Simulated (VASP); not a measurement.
A convergence study with VASP on TaC (rock salt): a few settings are varied, all else stays as given below, so the limit is that of these other settings.

```xyz
2
Lattice="0.0000 2.2300 2.2300 2.2300 0.0000 2.2300 2.2300 2.2300 0.0000" Properties=species:S:1:pos:R:3 pbc="T T T"
Ta     0.0000     0.0000     0.0000
C      2.2300     2.2300     2.2300
```

Level of theory: LDA (Ceperley-Alder, Perdew-Zunger), VASP's LDA PAW potentials (set 64) (plane waves; VASP). The last row used: 700 eV cut-off, 22×22×22 Γ-centred mesh, second-order Methfessel-Paxton smearing of 0.40 eV, potentials Ta_pv C.

```json
[
 {"setting": "ISMEAR = -1, SIGMA = 0.01, 8×8×8 mesh", "E (eV/atom)": "-12.1353", "pressure (GPa)": "-8.91", "irreducible k-points": "29"},
 {"setting": "ISMEAR = -1, SIGMA = 0.1, 8×8×8 mesh", "E (eV/atom)": "-12.1374", "pressure (GPa)": "-8.88", "irreducible k-points": "29"},
 {"setting": "ISMEAR = 0, SIGMA = 0.01, 8×8×8 mesh", "E (eV/atom)": "-12.1352", "pressure (GPa)": "-8.91", "irreducible k-points": "29"},
 {"setting": "ISMEAR = 0, SIGMA = 0.1, 8×8×8 mesh", "E (eV/atom)": "-12.1361", "pressure (GPa)": "-8.92", "irreducible k-points": "29"},
 {"setting": "ISMEAR = 1, SIGMA = 0.01, 8×8×8 mesh", "E (eV/atom)": "-12.1352", "pressure (GPa)": "-8.91", "irreducible k-points": "29"},
 {"setting": "ISMEAR = 1, SIGMA = 0.2, 8×8×8 mesh", "E (eV/atom)": "-12.1358", "pressure (GPa)": "-8.94", "irreducible k-points": "29"},
 {"setting": "ISMEAR = 2, SIGMA = 0.05, 8×8×8 mesh", "E (eV/atom)": "-12.1354", "pressure (GPa)": "-8.91", "irreducible k-points": "29"},
 {"setting": "ISMEAR = 2, SIGMA = 0.2, 8×8×8 mesh", "E (eV/atom)": "-12.1355", "pressure (GPa)": "-8.92", "irreducible k-points": "29"},
 {"setting": "ISMEAR = -1, SIGMA = 0.01, 16×16×16 mesh", "E (eV/atom)": "-12.1409", "pressure (GPa)": "-9.00", "irreducible k-points": "145"},
 {"setting": "ISMEAR = -1, SIGMA = 0.2, 16×16×16 mesh", "E (eV/atom)": "-12.1390", "pressure (GPa)": "-8.64", "irreducible k-points": "145"},
 {"setting": "ISMEAR = 0, SIGMA = 0.01, 16×16×16 mesh", "E (eV/atom)": "-12.1409", "pressure (GPa)": "-9.00", "irreducible k-points": "145"},
 {"setting": "ISMEAR = 0, SIGMA = 0.2, 16×16×16 mesh", "E (eV/atom)": "-12.1406", "pressure (GPa)": "-8.97", "irreducible k-points": "145"},
 {"setting": "ISMEAR = 1, SIGMA = 0.01, 16×16×16 mesh", "E (eV/atom)": "-12.1409", "pressure (GPa)": "-9.00", "irreducible k-points": "145"},
 {"setting": "ISMEAR = 1, SIGMA = 0.4, 16×16×16 mesh", "E (eV/atom)": "-12.1397", "pressure (GPa)": "-9.01", "irreducible k-points": "145"},
 {"setting": "ISMEAR = 2, SIGMA = 0.05, 16×16×16 mesh", "E (eV/atom)": "-12.1409", "pressure (GPa)": "-9.00", "irreducible k-points": "145"},
 {"setting": "ISMEAR = 2, SIGMA = 0.4, 16×16×16 mesh", "E (eV/atom)": "-12.1402", "pressure (GPa)": "-9.03", "irreducible k-points": "145"},
 {"setting": "ISMEAR = -1, SIGMA = 0.05, 22×22×22 mesh", "E (eV/atom)": "-12.1393", "pressure (GPa)": "-8.96", "irreducible k-points": "328"},
 {"setting": "ISMEAR = -1, SIGMA = 0.2, 22×22×22 mesh", "E (eV/atom)": "-12.1388", "pressure (GPa)": "-8.64", "irreducible k-points": "328"},
 {"setting": "ISMEAR = 0, SIGMA = 0.05, 22×22×22 mesh", "E (eV/atom)": "-12.1393", "pressure (GPa)": "-8.98", "irreducible k-points": "328"},
 {"setting": "ISMEAR = 0, SIGMA = 0.2, 22×22×22 mesh", "E (eV/atom)": "-12.1390", "pressure (GPa)": "-8.93", "irreducible k-points": "328"},
 {"setting": "ISMEAR = 1, SIGMA = 0.05, 22×22×22 mesh", "E (eV/atom)": "-12.1393", "pressure (GPa)": "-8.98", "irreducible k-points": "328"},
 {"setting": "ISMEAR = 1, SIGMA = 0.4, 22×22×22 mesh", "E (eV/atom)": "-12.1389", "pressure (GPa)": "-8.99", "irreducible k-points": "328"},
 {"setting": "ISMEAR = 2, SIGMA = 0.1, 22×22×22 mesh", "E (eV/atom)": "-12.1393", "pressure (GPa)": "-8.98", "irreducible k-points": "328"},
 {"setting": "ISMEAR = 2, SIGMA = 0.4, 22×22×22 mesh", "E (eV/atom)": "-12.1389", "pressure (GPa)": "-8.98", "irreducible k-points": "328"}
]
```

VASP warned of too few bands at ISMEAR = -1, SIGMA = 0.2, 16×16×16 mesh; ISMEAR = 1, SIGMA = 0.4, 16×16×16 mesh; ISMEAR = -1, SIGMA = 0.2, 22×22×22 mesh; ISMEAR = 1, SIGMA = 0.4, 22×22×22 mesh.

Left out are rungs that failed or repeat a setting and relaxations that didn't move; long series are thinned to 24 rows.

The compound is TaC in the rock salt structure. The cell was not relaxed at this level. The electron count is odd and the run is not spin-polarised, which forces a metal.
